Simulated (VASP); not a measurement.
Input:

```
CELL_PARAMETERS angstrom
      0.00000     1.98512     1.98512
      1.98512     0.00000     1.98512
      1.98512     1.98512     0.00000
ATOMIC_POSITIONS crystal
  Li 0.00000 0.00000 0.00000
  F  0.50000 0.50000 0.50000
```

Level of theory: MS2 meta-GGA, VASP's PBE PAW potentials (set 64) (plane waves; VASP 6.6.1). Run with 520 eV cut-off, 10×10×10 Γ-centred mesh, Gaussian smearing of 0.050 eV, potentials Li_sv F.

**Question.** What does the run give for the energy per atom (σ→0), band gap (on the k-mesh) with the smallest direct gap where there is one?

**Answer.** 
```json
{
  "band gap (on the k-mesh)": "9.99 eV",
  "smallest direct gap (on the k-mesh)": "9.99 eV",
  "energy per atom (σ→0)": "-6.537 eV/atom"
}
```

Total energies compare only between runs with the same potentials, cut-off and functional.

The compound is LiF in the rock salt structure. It was relaxed first. The start is the result of an earlier pass.
